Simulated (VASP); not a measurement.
An input for Ansatz (written as the equivalent of a VASP run, and not itself run):

Ansatz 0.2 input:
```yaml
crystal:
  lattice:
    - [0.0000000, 3.5068945, 3.5068945]
    - [3.5068945, 0.0000000, 3.5068945]
    - [3.5068945, 3.5068945, 0.0000000]
  atoms:
    - { symbol: Ca, position: [0.7500000, 0.7500000, 0.7500000] }
    - { symbol: Ca, position: [0.2500000, 0.2500000, 0.2500000] }
    - { symbol: Ge, position: [0.0000000, 1.0000000, 1.0000000] }
kpoints:
  mp_grid: { grid: [5, 5, 5] }
hamiltonian:
  xc: lda
  pseudopotentials: { kind: paw }
scf:
  occupations: { method: gaussian, width: 0.05 }
  max_iter: 100
relax:
  max_steps: 30
  f_tol: 0.001
output: { forces: true, stress: true, eigenvalues: true }
```

Problem. Translate this input to VASP (INCAR, KPOINTS, POSCAR, choice of POTCAR).

Solution. This is not unique; one that fits is 
INCAR:
```
SYSTEM = Ca2Ge
EDIFFG = -0.001   # ionic stop
PREC = Accurate
ISMEAR = 0   # Gaussian
LWAVE = .FALSE.
ENCUT = 400
LASPH = .TRUE.
LREAL = .FALSE.   # projection in real space or not
NELM = 100
IBRION = 1   # quasi-Newton
ALGO = Normal
ISIF = 2
EDIFF = 1E-8   # SCF stop (eV)
LCHARG = .FALSE.
SIGMA = 0.05   # width (eV)
NSW = 30   # most ionic steps
LMAXMIX = 4
```

File KPOINTS:
```
Automatic mesh
0
Gamma
5 5 5
0 0 0
```

**POSCAR**
```
Ca2Ge
1.0
  0.0000000000   3.5068944954   3.5068944954
  3.5068944954   0.0000000000   3.5068944954
  3.5068944954   3.5068944954   0.0000000000
Ca Ge
2 1
Cartesian
  5.2603417431   5.2603417431   5.2603417431
  1.7534472477   1.7534472477   1.7534472477
  7.0137889908   3.5068944954   3.5068944954
```

POTCAR, in this order: Ca_sv Ge_d (LDA.64 set). Program: vasp_std.

The two are equivalent in intent, not identical: each code has its own PAW files, so the cut-off isn't converted (ENCUT is set for VASP's; basis.ecutwfc is left out, and Ansatz then takes the one that its files recommend); Ansatz stops its SCF on the density residual and VASP on the energy change (EDIFF); Ansatz's lda is the Perdew-Wang form, while the LDA potentials of VASP carry Perdew-Zunger's.

The structure comes from a computed database's Ca2Ge entry (Fm-3m); how it stands against other phases isn't given here. It was relaxed first, which changed the volume by -7 %. The start is the result of an earlier pass.
